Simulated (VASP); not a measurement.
Output of a VASP run:

OSZICAR:
```
       N       E                     dE             d eps       ncg     rms          rms(c)
DAV:   1     0.114030651693E+03    0.11403E+03   -0.81499E+03   566   0.128E+03
DAV:   2     0.148214643764E+01   -0.11255E+03   -0.11110E+03   596   0.327E+02
DAV:   3    -0.749886072902E+01   -0.89810E+01   -0.88370E+01   728   0.914E+01
DAV:   4    -0.772726050062E+01   -0.22840E+00   -0.22834E+00   644   0.159E+01
DAV:   5    -0.773637219954E+01   -0.91117E-02   -0.91116E-02   778   0.291E+00    0.453E+00
DAV:   6    -0.768487342916E+01    0.51499E-01   -0.13307E-01   704   0.282E+00    0.286E+00
DAV:   7    -0.768636357564E+01   -0.14901E-02   -0.53757E-02   694   0.138E+00    0.787E-01
DAV:   8    -0.768660968260E+01   -0.24611E-03   -0.77379E-03   644   0.822E-01    0.171E-01
DAV:   9    -0.768672295589E+01   -0.11327E-03   -0.66491E-04   718   0.283E-01    0.336E-02
DAV:  10    -0.768672240566E+01    0.55024E-06   -0.98056E-05   638   0.962E-02    0.188E-02
DAV:  11    -0.768672889259E+01   -0.64869E-05   -0.45505E-05   608   0.565E-02    0.258E-02
DAV:  12    -0.768672813451E+01    0.75808E-06   -0.36669E-06   656   0.139E-02
   1 F= -.76867281E+01 E0= -.76864044E+01  d E =-.647426E-03
```

**OUTCAR**
```
------------------------ aborting loop because EDIFF is reached ----------------------------------------
  FORCE on cell =-STRESS in cart. coord.  units (eV):
  Direction    XX          YY          ZZ          XY          YZ          ZX
  --------------------------------------------------------------------------------------
  Total        0.4140534      0.4140534      0.4140534     -0.0000000     -0.0000000     -0.0000000
  in kB       10.5117672     10.5117672     10.5117672     -0.0000000     -0.0000000     -0.0000000
  external PRESSURE =      10.5117672 kB  Pullay stress =       0.0000000 kB
  volume of cell :       63.11
      direct lattice vectors                 reciprocal lattice vectors
     0.000000000  3.160000000  3.160000000    -0.158227848  0.158227848  0.158227848
     3.160000000  0.000000000  3.160000000     0.158227848 -0.158227848  0.158227848
     3.160000000  3.160000000  0.000000000     0.158227848  0.158227848 -0.158227848
 POSITION                                       TOTAL-FORCE (eV/Angst)
 -----------------------------------------------------------------------------------
      0.00000      0.00000      0.00000         0.000000      0.000000      0.000000
      3.16000      3.16000      3.16000         0.000000      0.000000     -0.000000
 -----------------------------------------------------------------------------------
    total drift:                               -0.000000      0.000000      0.000000
  FREE ENERGIE OF THE ION-ELECTRON SYSTEM (eV)
  ---------------------------------------------------
  free  energy   TOTEN  =        -7.6867281345 eV

  energy  without entropy=       -7.6860807085  energy(sigma->0) =       -7.68640442
```
(Selected blocks of OUTCAR.)

**POSCAR**
```
SnTe
1
    0.0000000000     3.1600000000     3.1600000000
    3.1600000000     0.0000000000     3.1600000000
    3.1600000000     3.1600000000     0.0000000000
Sn Te
1 1
Direct
  0.0000000000   0.0000000000   0.0000000000
  0.5000000000   0.5000000000   0.5000000000
```

Q: Reconstruct the remaining input files.

A: This is not unique; one that fits is the input of the run itself, PBE GGA, plane waves, VASP's PBE PAW potentials (set 64).

### KPOINTS
```
K-points
0
gamma
  7 7 7
```

### INCAR
```
SYSTEM = SnTe
PREC = Accurate
ENCUT = 400
EDIFF = 1E-6
NELM = 100
ALGO = Normal
LREAL = .FALSE.
LASPH = .TRUE.
ISMEAR = 0
SIGMA = 0.05
GGA = PE
LMAXMIX = 4
LWAVE = .FALSE.
LCHARG = .FALSE.
ISIF = 2
NELECT = 19.98
```

POTCAR, in this order: Sn_d Te (PBE.64 set). Program: vasp_std.

The cell is charged, with a uniform compensating background.

The compound is SnTe in the rock salt structure, which distorts at low temperature. The cell was not relaxed at this level. The run is one of a series of settings (NELECT = 19.98 against the base run), some of them coarse on purpose.
